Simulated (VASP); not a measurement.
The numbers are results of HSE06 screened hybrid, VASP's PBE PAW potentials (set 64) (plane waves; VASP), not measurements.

A VASP calculation is set up with these files.

### POSCAR
```
Ga32As31S
1
   11.5222104212     0.0000000000     0.0000000000
    0.0000000000    11.5222104212     0.0000000000
    0.0000000000     0.0000000000    11.5222104212
Ga As S
32 31 1
Direct
  0.4992966411   0.0001058500   0.9999061851
  0.7500596208   0.2498742598   0.9991145973
  0.7498801482   0.9990863594   0.2497987623
  0.0001976913   0.9998972306   0.9998638407
  0.2497173237   0.2491091142   0.9996879370
  0.4999604163   0.5002443132   0.9988806427
  0.7508671123   0.7498197577   0.9999092439
  0.2498368364   0.9999076993   0.2493377101
  0.4977021410   0.2482754676   0.2479080962
  0.7503700847   0.5006054951   0.2485318770
  0.4997504932   0.9990356794   0.4998393706
  0.7511026620   0.2472807898   0.5013395989
  0.7508729755   0.9996019505   0.7502533622
  0.9997478441   0.5008292653   0.9999600134
  0.2499044619   0.7502043476   0.9998513749
  0.0007964675   0.2501409178   0.2499155968
  0.2487947664   0.4999932984   0.2498731581
  0.5001202584   0.7510512119   0.2497802124
  0.0000801199   0.9998525707   0.5008790456
  0.2490933856   0.2499088857   0.4999444466
  0.4972264779   0.5022520068   0.5018718413
  0.7500120028   0.7504514871   0.4998395390
  0.2498761142   0.9999187146   0.7501698937
  0.4999832782   0.2502458605   0.7508558345
  0.7499259805   0.4996930511   0.7502686374
  0.9994650414   0.7495827304   0.2495286715
  0.0001906644   0.4998772200   0.4999145102
  0.2494893237   0.7502649137   0.5008944590
  0.9996284240   0.2495891127   0.7495845211
  0.2495786695   0.5007540666   0.7501905488
  0.4994235481   0.7500516690   0.7499109950
  0.0001695285   0.7500992867   0.7501418700
  0.6256945878   0.1254406850   0.1253535446
  0.8743590931   0.3741990674   0.1254938986
  0.8746187584   0.1252263381   0.3740168730
  0.1250113501   0.1249542639   0.1250143588
  0.3751272676   0.3759414826   0.1250726720
  0.6241531432   0.6245072693   0.1253958791
  0.8750293622   0.8748978893   0.1249509504
  0.3752401218   0.1253347545   0.3757131181
  0.8739955299   0.6239960630   0.3755603870
  0.6239184951   0.1250571610   0.6247995178
  0.8741025324   0.3754448781   0.6240645894
  0.8750976394   0.1249956633   0.8748986170
  0.1247910633   0.6251436099   0.1249244752
  0.3749425747   0.8751647429   0.1249143438
  0.1248528745   0.3750184558   0.3751113502
  0.3750176096   0.6249711319   0.3739042127
  0.6250657264   0.8749914234   0.3750218931
  0.1249327329   0.1250484556   0.6250585795
  0.3751239118   0.3742248689   0.6247012395
  0.6256334718   0.6245359360   0.6244730453
  0.8749881728   0.8748456410   0.6249601397
  0.3750249687   0.1250187994   0.8749632070
  0.6250952154   0.3750474917   0.8749576803
  0.8748883586   0.6248650619   0.8747728654
  0.1247393311   0.8749239751   0.3748639378
  0.1247631557   0.6248770546   0.6249420287
  0.3749236070   0.8749554194   0.6250435033
  0.1246954649   0.3749553517   0.8750239858
  0.3749125727   0.6251339244   0.8748402952
  0.6249242534   0.8748951083   0.8751552394
  0.1250352649   0.8750209559   0.8750307362
  0.6237122851   0.3745644931   0.3752764427
```

### KPOINTS
```
Automatic mesh
0
Gamma
1 1 1
0 0 0
```

**INCAR**
```
AEXX  =  0.25
ALGO  =  Normal
EDIFF  =  1E-5
ENCUT  =  400
GGA  =  PE
HFSCREEN  =  0.2
ISIF  =  0
ISMEAR  =  0
ISPIN  =  2
ISYM  =  0
LASPH  =  T
LCHARG  =  F
LHFCALC  =  T
LMAXMIX  =  4
LORBIT  =  10
LREAL  =  Auto
LWAVE  =  F
MAGMOM  =  64*0.0156
NELM  =  50
NELMIN  =  4
NUPDOWN  =  1
PREC  =  Normal
PRECFOCK  =  Fast
SIGMA  =  0.05
SYSTEM  =  Ga32As31S
```

POTCAR, in this order: Ga As S (PBE.64 set). Program: vasp_gam. Read from the step before: WAVECAR.

Output

OSZICAR:
```
       N       E                     dE             d eps       ncg     rms          rms(c)
DAV:   1    -0.311902212187E+03   -0.31190E+03   -0.22061E+01   644   0.125E+01    0.136E+01
DAV:   2    -0.312037807198E+03   -0.13560E+00   -0.57474E-01   710   0.115E+00    0.906E+00
DAV:   3    -0.311984331563E+03    0.53476E-01   -0.32347E-02   720   0.314E-01    0.530E+00
DAV:   4    -0.311964065052E+03    0.20267E-01   -0.14325E-02   744   0.197E-01    0.300E+00
DAV:   5    -0.311957712653E+03    0.63524E-02   -0.45022E-03   742   0.107E-01    0.169E+00
DAV:   6    -0.311955530231E+03    0.21824E-02   -0.97996E-04   702   0.560E-02    0.939E-01
DAV:   7    -0.311954767285E+03    0.76295E-03   -0.28998E-04   710   0.333E-02    0.516E-01
DAV:   8    -0.311954523017E+03    0.24427E-03   -0.11221E-04   688   0.213E-02    0.280E-01
DAV:   9    -0.311954453450E+03    0.69567E-04   -0.36980E-05   550   0.126E-02    0.150E-01
DAV:  10    -0.311954437613E+03    0.15837E-04   -0.12705E-05   374   0.780E-03    0.819E-02
DAV:  11    -0.311954436861E+03    0.75244E-06   -0.51982E-06   366   0.478E-03
   1 F= -.31195444E+03 E0= -.31195444E+03  d E =-.569051E-12  mag=     1.0000
```

OUTCAR:
```
------------------------ aborting loop because EDIFF is reached ----------------------------------------
  volume of cell :     1529.70
      direct lattice vectors                 reciprocal lattice vectors
    11.522210421  0.000000000  0.000000000     0.086788903  0.000000000  0.000000000
     0.000000000 11.522210421  0.000000000     0.000000000  0.086788903  0.000000000
     0.000000000  0.000000000 11.522210421     0.000000000  0.000000000  0.086788903
  FREE ENERGIE OF THE ION-ELECTRON SYSTEM (eV)
  ---------------------------------------------------
  free  energy   TOTEN  =      -311.9544368608 eV

  energy  without entropy=     -311.9544368608  energy(sigma->0) =     -311.95443686

  exchange ACFDT corr.  =         0.00000000  see jH, gK, PRB 81, 115126

 total charge

# of ion       s       p       d       tot
------------------------------------------
    1        1.097   1.173   0.135   2.405
    2        1.090   1.185   0.137   2.411
    3        1.090   1.185   0.137   2.412
    4        1.091   1.179   0.136   2.406
    5        1.097   1.173   0.135   2.404
    6        1.090   1.184   0.137   2.411
    7        1.097   1.172   0.134   2.404
    8        1.097   1.173   0.135   2.405
    9        1.102   1.095   0.135   2.332
   10        1.102   1.092   0.134   2.329
   11        1.090   1.185   0.137   2.412
   12        1.103   1.092   0.134   2.329
   13        1.097   1.171   0.134   2.403
   14        1.097   1.172   0.134   2.403
   15        1.091   1.180   0.136   2.406
   16        1.090   1.184   0.137   2.411
   17        1.090   1.184   0.137   2.410
   18        1.090   1.184   0.137   2.411
   19        1.097   1.172   0.134   2.404
   20        1.090   1.185   0.137   2.412
   21        1.103   1.093   0.134   2.331
   22        1.090   1.185   0.137   2.411
   23        1.091   1.180   0.136   2.406
   24        1.090   1.185   0.137   2.411
   25        1.090   1.185   0.137   2.412
   26        1.097   1.171   0.134   2.403
   27        1.090   1.185   0.137   2.412
   28        1.097   1.172   0.134   2.404
   29        1.097   1.172   0.135   2.404
   30        1.097   1.172   0.135   2.404
   31        1.097   1.173   0.135   2.405
   32        1.091   1.180   0.136   2.407
   33        1.220   1.616   0.025   2.861
   34        1.220   1.616   0.025   2.861
   35        1.220   1.616   0.025   2.861
   36        1.218   1.622   0.026   2.865
   37        1.220   1.616   0.025   2.861
   38        1.220   1.616   0.025   2.861
   39        1.218   1.621   0.026   2.865
   40        1.220   1.617   0.025   2.862
   41        1.220   1.616   0.025   2.861
   42        1.220   1.616   0.025   2.861
   43        1.220   1.617   0.025   2.862
   44        1.218   1.621   0.026   2.865
   45        1.218   1.621   0.026   2.865
   46        1.218   1.622   0.026   2.865
   47        1.214   1.626   0.026   2.866
   48        1.220   1.616   0.025   2.861
   49        1.214   1.626   0.026   2.866
   50        1.218   1.622   0.026   2.865
   51        1.220   1.616   0.025   2.861
   52        1.220   1.617   0.025   2.862
   53        1.218   1.622   0.026   2.865
   54        1.218   1.622   0.026   2.866
   55        1.214   1.626   0.026   2.866
   56        1.218   1.622   0.026   2.865
   57        1.225   1.609   0.025   2.859
   58        1.218   1.622   0.026   2.865
   59        1.218   1.622   0.026   2.865
   60        1.225   1.609   0.025   2.859
   61        1.218   1.622   0.026   2.865
   62        1.225   1.609   0.025   2.859
   63        1.215   1.623   0.026   2.864
   64        1.335   2.364   0.000   3.699
--------------------------------------------------
tot         74.138  89.918   5.126 169.182

 magnetization (x)

# of ion       s       p       d       tot
------------------------------------------
    1        0.021   0.001  -0.000   0.022
    2        0.010   0.000  -0.000   0.010
    3        0.010   0.000  -0.000   0.010
    4        0.013   0.001  -0.000   0.013
    5        0.021   0.001  -0.000   0.022
    6        0.010   0.000  -0.000   0.010
    7        0.021   0.001  -0.000   0.022
    8        0.021   0.001  -0.000   0.022
    9        0.024   0.004  -0.000   0.028
   10        0.025   0.004  -0.000   0.029
   11        0.010   0.000  -0.000   0.010
   12        0.024   0.005  -0.000   0.029
   13        0.021   0.001  -0.000   0.022
   14        0.021   0.001  -0.000   0.022
   15        0.013   0.001  -0.000   0.013
   16        0.010   0.000  -0.000   0.010
   17        0.010   0.000  -0.000   0.010
   18        0.010   0.000  -0.000   0.010
   19        0.021   0.001  -0.000   0.022
   20        0.010   0.000  -0.000   0.010
   21        0.024   0.005  -0.000   0.028
...
```
(Selected blocks of OUTCAR.)

File OUTCAR:
```
 val. band max:        2.5766971736   @ k =   0.0000   0.0000   0.0000

 cond. band min:       2.8087556323   @ k =   0.0000   0.0000   0.0000


 Fermi energy:         2.8291915028

 spin component 1

 k-point     1 :       0.0000    0.0000    0.0000
  band No.  band energies     occupation
      1     -12.8627      1.00000
      2     -11.5577      1.00000
      3     -10.7533      1.00000
      4     -10.7509      1.00000
      5     -10.7498      1.00000
      6     -10.7302      1.00000
      7     -10.7300      1.00000
      8     -10.5600      1.00000
      9     -10.0855      1.00000
     10     -10.0852      1.00000
     11     -10.0843      1.00000
     12     -10.0739      1.00000
     13     -10.0705      1.00000
     14     -10.0688      1.00000
     15     -10.0621      1.00000
     16     -10.0607      1.00000
     17     -10.0594      1.00000
     18     -10.0406      1.00000
     19     -10.0402      1.00000
     20      -9.9609      1.00000
     21      -9.9601      1.00000
     22      -9.9593      1.00000
     23      -9.9472      1.00000
     24      -9.4944      1.00000
     25      -9.2375      1.00000
     26      -9.2373      1.00000
     27      -9.1916      1.00000
     28      -9.1905      1.00000
     29      -9.1892      1.00000
     30      -9.1746      1.00000
     31      -9.1689      1.00000
     32      -9.1686      1.00000
     33      -5.3141      1.00000
     34      -5.3126      1.00000
     35      -5.3113      1.00000
     36      -5.1091      1.00000
     37      -5.1077      1.00000
     38      -5.1075      1.00000
     39      -5.0600      1.00000
     40      -5.0370      1.00000
     41      -5.0357      1.00000
     42      -5.0343      1.00000
     43      -5.0112      1.00000
     44      -5.0104      1.00000
     45      -5.0098      1.00000
     46      -4.2506      1.00000
     47      -4.1367      1.00000
     48      -4.1353      1.00000
     49      -4.1350      1.00000
...
```

The supercell is sampled at Γ alone, which is coarse: total energies, pressure and levels can be off, energies of defects by several tenths of an eV.

The cell is a supercell with a defect, built from GaAs (zinc blende): S_As. The cell's shape comes from a PBE relaxation.
